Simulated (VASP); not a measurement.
Computed with PBE GGA with D3 dispersion (Becke-Johnson damping), VASP's PBE PAW potentials (set 64) (plane waves; VASP 6.6.1).

A VASP calculation is set up with these files.

File KPOINTS:
```
Automatic mesh
0
gamma
 7 7 4
0 0 0
```

File POSCAR:
```
Te
1
    2.1631737284    -3.7467265289     0.0000000000
    2.1631737284     3.7467265289     0.0000000000
    0.0000000000     0.0000000000     5.9741907573
Te
3
Direct
  1.0000000000   0.2819414760   0.6666670000
  0.7180585240   0.7180585240   0.0000000000
  0.2819414760   1.0000000000   0.3333330000
```

### INCAR
```
ALGO = Normal
EDIFF = 1E-7
ENCUT = 520
GGA = PE
ISIF = 2
ISMEAR = -5
IVDW = 12
LASPH = T
LCHARG = T
LEFG = T
LMAXMIX = 4
LORBIT = 11
LREAL = F
LWAVE = F
NEDOS = 601
NELM = 100
PREC = Accurate
SYSTEM = Te
```

POTCAR, in this order: Te (PBE.64 set). Program: vasp_std.

**Question.** Predict the energy per atom (σ→0), dispersion energy.

**Answer.** 
```yaml
energy per atom (σ→0): -3.581 eV/atom
dispersion_energy: -1.362 eV
```

File OSZICAR:
```
...
DAV:   7    -0.938011435601E+01   -0.36769E-03   -0.28620E-02   803   0.122E+00    0.257E-01
DAV:   8    -0.937977037085E+01    0.34399E-03   -0.48601E-03   743   0.452E-01    0.130E-01
DAV:   9    -0.937979787331E+01   -0.27502E-04   -0.13815E-04   964   0.912E-02    0.940E-02
DAV:  10    -0.937982604838E+01   -0.28175E-04   -0.36429E-05   728   0.442E-02    0.253E-02
DAV:  11    -0.937982358499E+01    0.24634E-05   -0.96142E-06   773   0.211E-02    0.899E-03
DAV:  12    -0.937982378602E+01   -0.20103E-06   -0.97802E-07   863   0.649E-03    0.393E-03
DAV:  13    -0.937982383494E+01   -0.48921E-07   -0.38414E-07   738   0.428E-03
   1 F= -.10741656E+02 E0= -.10741656E+02  d E =0.000000E+00
```

The compound is Te in the trig structure. It was relaxed first, which changed the volume by -5 %.
